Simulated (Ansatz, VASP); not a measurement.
# Cross-check of TiWCClO (Ti2CO2 MXene under W2CCl2 MXene, AB) between VASP and Ansatz, part 2 of 2

One calculation is typed for both programs; each brings its own data sets. How far apart do they land? The cell is taken from a series of runs on this material, whose earlier steps may have relaxed, scaled, displaced or heated it; both programs get it as it stands.

VASP 6.6.1 and Ansatz 0.2.0.

So far: Starting point; VASP: single point, RPBE with D3(BJ).

## (3) Ansatz: single point, RPBE with D3(BJ)

Level of this step: Ansatz beside VASP: Kohn-Sham DFT, plane waves, RPBE with D3(BJ) (Ansatz).

Ansatz runs on its default PAW (the set named soft_2) files.

The same cell, functional, mesh and smearing now go to Ansatz, which takes its cutoff from its data sets.

The input, input.yaml:

```yaml
crystal:
  lattice:
    - [2.9256952147, 0.0, 0.0]
    - [-1.4628476074, 2.5337263797, 0.0]
    - [0.0, 0.0, 31.549877884]
  atoms:
    - { symbol: O, position: [0.3333333333, 0.6666666667, 0.2852625938] }
    - { symbol: Ti, position: [0.6666666667, 0.3333333333, 0.3160661406] }
    - { symbol: C, position: [0.0, 0.0, 0.3558028907] }
    - { symbol: Ti, position: [0.3333333333, 0.6666666667, 0.3949536588] }
    - { symbol: O, position: [0.6666666667, 0.3333333333, 0.4265084324] }
    - { symbol: Cl, position: [0.6666666667, 0.3333333333, 0.5169169846] }
    - { symbol: W, position: [0.0, 0.0, 0.5760601208] }
    - { symbol: C, position: [0.3333333333, 0.6666666667, 0.6155885443] }
    - { symbol: W, position: [0.6666666667, 0.3333333333, 0.654817037] }
    - { symbol: Cl, position: [0.0, 0.0, 0.7147374062] }
kpoints:
  mp_grid: { grid: [18, 18, 1] }
  band_path:
    path: [[0, 0, 0], [0.5, 0, 0], [0.33333333, 0.33333333, 0], [0, 0, 0]]
    npoints: 16
hamiltonian:
  xc: rpbe
  dispersion: d3bj
scf:
  occupations: { method: fermi_dirac, width: 0.05 }
  convergence: { dr2_threshold: 1.0e-10 }
efield:
  axis: 3
  dipole_correction: true
  ramp_position: 0.97
  ramp_width: 0.06
  amplitude: 0
output:
  dos: { projected: true, e_range: [-6, 5] }
  bader: true
  write_potential: true
  write_density: true
  volumetric_format: npy
  elf: true
```

Started as:

```
> ansatz run input.yaml --threads 4 --pin off --max-ram 6144MiB --backend cpu --events-out ev --progress --plain --runs-dir out
```

Numbers of over 12 decimals in the logs are rounded to 6 here.

What it wrote:

```text
Engine: ansatz 0.2.0, aarch64-unknown-linux-gnu
Pseudopotentials: kind: paw
Pseudopotential: O, paw, valence charge 6, recommended cutoff 420 eV (normal), O.paw.azcp
Pseudopotential: Ti, paw, valence charge 12, recommended cutoff 420 eV (normal), Ti.paw.azcp
Pseudopotential: C, paw, valence charge 4, recommended cutoff 420 eV (normal), C.paw.azcp
Pseudopotential: Cl, paw, valence charge 7, recommended cutoff 420 eV (normal), Cl.paw.azcp
Pseudopotential: W, paw, valence charge 14, recommended cutoff 420 eV (normal), W.paw.azcp
Functional definition: RPBE
  parameter kappa = 0.804
  parameter beta = 0.066725
  exchange = rpbe_x(kappa = kappa, mu = beta*pi^2/3)
  correlation = pbe_c(beta = beta)
Crystal: 10 atoms, lattice volume = 233.876 Å³
Basis set: ecut = 420 eV, 4545 PW (Γ)
Bands: 53, of which v1, the nominal top of the filled ones, is band 43 counted from 1 (42 counted from 0)
Symmetry: 6 space group operations
Space group: P3m1 (ITA 156), of the structure as read, at distance tolerance 6.2e-5 Å
k-points: 37 of 324 (time reversal used)
Non-local potential: O, projectors of the file, l = 0: 2, l = 1: 2, l = 2: 1
Non-local potential: Ti, projectors of the file, l = 0: 3, l = 1: 2, l = 2: 3, l = 3: 1
Non-local potential: C, projectors of the file, l = 0: 2, l = 1: 2, l = 2: 1
Non-local potential: Cl, projectors of the file, l = 0: 2, l = 1: 2, l = 2: 2
Non-local potential: W, projectors of the file, l = 0: 3, l = 1: 2, l = 2: 2, l = 3: 1
PAW form: soft (Blöchl's): semilocal exchange-correlation on the pseudo side does not see the compensation charge
PAW frozen core: O, regenerated for the run's functional, and the local potential with it (the file was generated under x = pbe(κ = 0.804, μ = 0.219515), c = pbe(β = 0.066725))
PAW frozen core: Ti, regenerated for the run's functional, and the local potential with it (the file was generated under x = pbe(κ = 0.804, μ = 0.219515), c = pbe(β = 0.066725))
PAW frozen core: C, regenerated for the run's functional, and the local potential with it (the file was generated under x = pbe(κ = 0.804, μ = 0.219515), c = pbe(β = 0.066725))
PAW frozen core: Cl, regenerated for the run's functional, and the local potential with it (the file was generated under x = pbe(κ = 0.804, μ = 0.219515), c = pbe(β = 0.066725))
PAW frozen core: W, regenerated for the run's functional, and the local potential with it (the file was generated under x = pbe(κ = 0.804, μ = 0.219515), c = pbe(β = 0.066725))
PAW one-centre angular grid: O, 110 points (default); XC on 64 Gauss nodes
PAW one-centre angular grid: Ti, 590 points (default); XC on 64 Gauss nodes
PAW one-centre angular grid: C, 110 points (default); XC on 64 Gauss nodes
PAW one-centre angular grid: Cl, 110 points (default); XC on 64 Gauss nodes
PAW one-centre angular grid: W, 590 points (default); XC on 64 Gauss nodes
Initial density: superposition of atomic densities (neutral atoms: chi_scale 0, normalization atom), corrected by the library's trained network
Initial wavefunctions: pseudopotential atomic-orbital guess
Functional: x = rpbe, c = pbe(β = 0.066725)
SCF iter   1: F=—  HF=-29635.954569 eV  |F-HF|=—  |Δ(HF+E_count)|=         —  Δρ=1.49e-2  dr2=2.69e1  ethr=1.77e-3  p=0.113 e·Å  D=8.72e-2 V/Å  ΔV_dip=-2.75 eV  dr2_dipole=1.24e1  V_vac-E_F(+/−)=4.40/7.16 eV  ⟨swp⟩=10.1  Hψ=10407  notcnv=0  defer=13
efield: sawtooth ramp at fractional position 0.9700 (set: `efield.ramp_position`, or a place that a band, a saddle search or an elastic batch's reference lends), width 0.0600; the density the first Hamiltonian is built on has a dipole p = 0.113 e·Å; the dipole correction subtracts the counter field D = 8.72e-2 V/Å, which shifts the + side's vacuum level by -2.75 eV against the − side's; the planar-averaged density in the ramp window peaks in size at 2.4e-5 e/Å³
preconditioner: auto → LDOS  [metal: Δε(μ)=0.015 eV  Ē_g=9.216 eV  σ=0.050 eV  W_gap=0.07  n_scr=22 (ndim 8)  ℏωp=17.8 eV  f_vac=0.489  D(μ)=5.09/eV (n_scr^D=18)  β→1.0]
SCF iter   2: F=—  HF=-29635.629955 eV  |F-HF|=—  |Δ(HF+E_count)|=   3.25e-1  Δρ=6.16e-3  dr2=1.57e0  ethr=1.77e-3  p=0.123 e·Å  D=9.51e-2 V/Å  ΔV_dip=-3.00 eV  dr2_dipole=7.44e-1  V_vac-E_F(+/−)=3.93/6.93 eV  ⟨swp⟩=2.0  Hψ=2453  notcnv=0  defer=71
SCF iter   3: F=—  HF=-29635.683545 eV  |F-HF|=—  |Δ(HF+E_count)|=   5.36e-2  Δρ=1.33e-2  dr2=1.15e0  ethr=1.77e-3  p=0.085 e·Å  D=6.60e-2 V/Å  ΔV_dip=-2.08 eV  dr2_dipole=1.53e-1  V_vac-E_F(+/−)=3.83/5.91 eV  ⟨swp⟩=2.7  Hψ=2732  notcnv=0  defer=70
SCF iter   4: F=—  HF=-29635.571244 eV  |F-HF|=—  |Δ(HF+E_count)|=   1.12e-1  Δρ=3.15e-3  dr2=4.63e-1  ethr=1.34e-3  p=0.103 e·Å  D=7.99e-2 V/Å  ΔV_dip=-2.52 eV  dr2_dipole=2.22e-1  V_vac-E_F(+/−)=3.79/6.31 eV  ⟨swp⟩=2.2  Hψ=2859  notcnv=0  defer=63
[...]
SCF iter   7: F=—  HF=-29635.550910 eV  |F-HF|=—  |Δ(HF+E_count)|=   1.86e-4  Δρ=5.77e-4  dr2=9.14e-3  ethr=2.15e-5  p=0.091 e·Å  D=7.06e-2 V/Å  ΔV_dip=-2.23 eV  dr2_dipole=4.98e-3  V_vac-E_F(+/−)=3.87/6.10 eV  ⟨swp⟩=2.0  Hψ=2680  notcnv=0  defer=70
SCF iter   8: F=—  HF=-29635.550762 eV  |F-HF|=—  |Δ(HF+E_count)|=   1.48e-4  Δρ=2.68e-4  dr2=1.06e-3  ethr=1.06e-5  p=0.090 e·Å  D=6.94e-2 V/Å  ΔV_dip=-2.19 eV  dr2_dipole=3.45e-4  V_vac-E_F(+/−)=3.89/6.08 eV  ⟨swp⟩=1.8  Hψ=1954  notcnv=0  defer=69
SCF iter   9: F=—  HF=-29635.550719 eV  |F-HF|=—  |Δ(HF+E_count)|=   4.35e-5  Δρ=1.32e-4  dr2=5.33e-5  ethr=1.23e-6  p=0.089 e·Å  D=6.92e-2 V/Å  ΔV_dip=-2.18 eV  dr2_dipole=1.75e-6  V_vac-E_F(+/−)=3.89/6.07 eV  ⟨swp⟩=2.0  Hψ=2053  notcnv=0  defer=69
SCF iter  10: F=—  HF=-29635.550718 eV  |F-HF|=—  |Δ(HF+E_count)|=   6.14e-7  Δρ=2.74e-5  dr2=4.58e-6  ethr=6.19e-8  p=0.089 e·Å  D=6.92e-2 V/Å  ΔV_dip=-2.18 eV  dr2_dipole=1.22e-6  V_vac-E_F(+/−)=3.89/6.08 eV  ⟨swp⟩=2.8  Hψ=2848  notcnv=0  defer=69
SCF iter  11: F=—  HF=-29635.550927 eV  |F-HF|=—  |Δ(HF+E_count)|=   2.09e-4  Δρ=1.33e-5  dr2=1.53e-6  ethr=5.32e-9  p=0.089 e·Å  D=6.92e-2 V/Å  ΔV_dip=-2.18 eV  dr2_dipole=6.54e-7  V_vac-E_F(+/−)=3.89/6.08 eV  ⟨swp⟩=2.9  Hψ=3101  notcnv=0  defer=70
SCF iter  12: F=—  HF=-29635.550927 eV  |F-HF|=—  |Δ(HF+E_count)|=   7.74e-8  Δρ=4.07e-6  dr2=2.57e-7  ethr=1.78e-9  p=0.089 e·Å  D=6.92e-2 V/Å  ΔV_dip=-2.18 eV  dr2_dipole=1.49e-7  V_vac-E_F(+/−)=3.89/6.08 eV  ⟨swp⟩=2.3  Hψ=2484  notcnv=0  defer=70
SCF iter  13: F=—  HF=-29635.550927 eV  |F-HF|=—  |Δ(HF+E_count)|=   1.67e-8  Δρ=1.21e-6  dr2=4.08e-9  ethr=2.99e-10  p=0.089 e·Å  D=6.92e-2 V/Å  ΔV_dip=-2.18 eV  dr2_dipole=1.71e-10  V_vac-E_F(+/−)=3.89/6.08 eV  ⟨swp⟩=1.9  Hψ=2320  notcnv=0  defer=70
SCF iter  14: F=—  HF=-29635.550927 eV  |F-HF|=—  |Δ(HF+E_count)|=   1.08e-9  Δρ=4.71e-7  dr2=5.44e-10  ethr=4.74e-12  p=0.089 e·Å  D=6.92e-2 V/Å  ΔV_dip=-2.18 eV  dr2_dipole=3.20e-13  V_vac-E_F(+/−)=3.89/6.08 eV  ⟨swp⟩=3.0  Hψ=3792  notcnv=0  defer=70
SCF iter  15: F=—  HF=-29635.550927 eV  |F-HF|=—  |Δ(HF+E_count)|=  8.73e-11  Δρ=1.71e-7  dr2=1.23e-10  ethr=1.00e-12  p=0.089 e·Å  D=6.92e-2 V/Å  ΔV_dip=-2.18 eV  dr2_dipole=1.27e-11  V_vac-E_F(+/−)=3.89/6.08 eV  ⟨swp⟩=11.4  Hψ=6111  notcnv=0
SCF iter  16: F=-29635.550927 eV  HF=-29635.550927 eV  |F-HF|=5.82e-11  |Δ(HF+E_count)|=  1.46e-11  Δρ=3.74e-8  dr2=3.92e-12  ethr=1.00e-12  p=0.089 e·Å  D=6.92e-2 V/Å  ΔV_dip=-2.18 eV  dr2_dipole=2.27e-13  V_vac-E_F(+/−)=3.89/6.08 eV  ⟨swp⟩=2.1  Hψ=3330  notcnv=0
SCF 1 converged in 16 iterations: F = -29635.550927 eV  dr2 = 3.92e-12
  greatest PAW one-centre occupation: 0.999 electrons in one spin orbital (limit 2), on the W atom at site 6 (counted from 0), in its partial waves of l = 0
NSCF: frozen V_eff on 49 k-points
efield: sawtooth ramp at fractional position 0.9700 (kept from the solve that this one continues, or follows in the run), width 0.0600; the density the first Hamiltonian is built on has a dipole p = 0.089 e·Å; the dipole correction subtracts the counter field D = 6.92e-2 V/Å, which shifts the + side's vacuum level by -2.18 eV against the − side's; the planar-averaged density in the ramp window peaks in size at 6.2e-6 e/Å³
WARN: The output density's exchange-correlation potential varies sharply where the density is thin. Do not read a vacuum level from v_tot or v_xc, or from such a field of the output density. On a cell that repeats whose density bears no net charge and no dipole along the vacuum's axis use v_es (v_loc + v_h of the components); under efield.dipole_correction with no amplitude use v_es + v_field, which holds any externa [...]
SCF converged after 16 iterations
Free energy (F): -29635.550927 eV
Harris-Foulkes:  -29635.550927 eV  (|F-HF|=5.82e-11)
Internal energy: -29635.531620 eV  (E = F + TS)
E sigma→0 (E₀):  -29635.541274 eV
Entropy (-TS):   -0.019307 eV (-1.931 meV/atom)
Fermi energy:    5.181100 eV
Dipole field:    D = 0.069193 V/Å  (p = 0.089431 e·Å, saw-weighted, corrected)
Work function:   Φ+ = 3.8945 eV   Φ− = 6.0775 eV
Levels:          The Fermi level and band energies are counted from a zero that moves with the ramp; work functions are not
--- Per-component energies (eV) ---
  E_band       = -1353.645753
  E_kinetic    = 2329.818465
  E_local      = -128562.952317  (includes V_loc(G=0)·N_el)
  E_nonlocal   = 210.555425
  E_hartree    = 63309.454133
  E_xc         = -1201.562077
  E_vxc        = -1290.128476  (∫ρ·V_xc dr)
  E_paw        = -21095.865936  (= ΣΔE_a)
  E_vpaw       = -660.857614  (= ΣTr[D̂ρ^β])
  E_aug_tail   = 0.005321  (compensation charges beyond the density's cutoff)
  E_efield     = 0.003094  (sawtooth field / dipole correction)
  E_vefield    = 1.005385  (∫n·V_field dr)
  E_ewald      = 55394.694067
  E_disp       = -19.386823  (pairwise vdW)
  E_core_change = -0.294972  (= ΣΔE_core)
  E_smearing   = -0.019307  (= −TS)
  E_closure    = 0.000000  (closes the sum)
  Σ components = -29635.550927   (vs F -29635.550927, Δ=0.00e0)
--- Band table (eV; the first three rows and the last of 37) ---
  k-point 0: bands = [... 39 lower, 3.4190, 3.8880, 4.9029, 4.9029, 5.5970, 5.5970, 5.6087, 5.6087, ... 6 higher]
  k-point 1: bands = [... 39 lower, 3.5545, 3.9511, 4.5174, 4.6725, 5.3897, 5.5414, 5.6353, 5.7742, ... 6 higher]
  k-point 2: bands = [... 39 lower, 3.7558, 3.7953, 4.0504, 4.2691, 5.0855, 5.5467, 5.5967, 5.9547, ... 6 higher]
  k-point 36: bands = [... 39 lower, 2.0801, 3.4816, 4.7631, 4.7921, 4.8681, 6.6028, 6.6056, 6.6546, ... 6 higher]
--- Bader charges: 10 sites ---
  site symbol  charge [e]  shift [e]
     0      O     -1.1008     0.0020
     1     Ti      1.9694     0.0019
     2      C     -1.7533     0.0000
     3     Ti      1.9570     0.0018
     4      O     -1.1375     0.0018
     5     Cl     -0.5151     0.0012
     6      W      1.3842     0.0031
     7      C     -1.6083     0.0038
     8      W      1.3652     0.0029
     9     Cl     -0.5609     0.0010
  estimated error of the sums over rays = 7.9e-4 e
```

Reading the cycles: dr2 is the Hartree energy of the density residual (eV), the measure of convergence; HF is the Harris–Foulkes estimate of the energy, which meets the free energy F at convergence.

## (4) Side by side

Known differences besides the potentials themselves: the data sets hold 86 valence electrons in Ansatz (on its default PAW (the set named soft_2) files) and 70 in VASP; the cutoff is 420 eV in Ansatz and 520 eV in VASP; Ansatz makes its cores anew for this functional, VASP keeps those of its PBE data sets. Total energies have different zeros and are not compared.

Both answers:

```csv
quantity,Ansatz,VASP,difference
"work function, lower of the two faces (eV)",3.89,3.89,+0.01
"work function, higher of the two faces (eV)",6.08,6.10,-0.02
```

With vacuum in the cell, a pressure given here is an average over mostly empty space and none of the material.

## (5) What came out

| Item | Value |
| --- | --- |
| difference in work function, higher of the two faces (single point, RPBE with D3(BJ)) | -0.025 eV |

The difference in work function, higher of the two faces is -0.025 eV (single point, RPBE with D3(BJ)). The data sets hold unlike numbers of valence electrons (86 in Ansatz and 70 in VASP), so part of the differences comes from the potentials. Such differences can come from data sets, numerical settings and the points named under the comparisons, not from the functional's error against experiment.

[Lines on the potential files, build, host, timing and source positions are cut from VASP's logs without a mark.]

[Logs are printed without paths, hosts, clocks, repeated set-up lines and the standing remarks that a program may print on its own settings, such as how far it seeks lower states.]

[Hosts, paths, dates, database ids (printed as entryN), source tags and the programs' standing remarks are cut or masked in the printed files.]
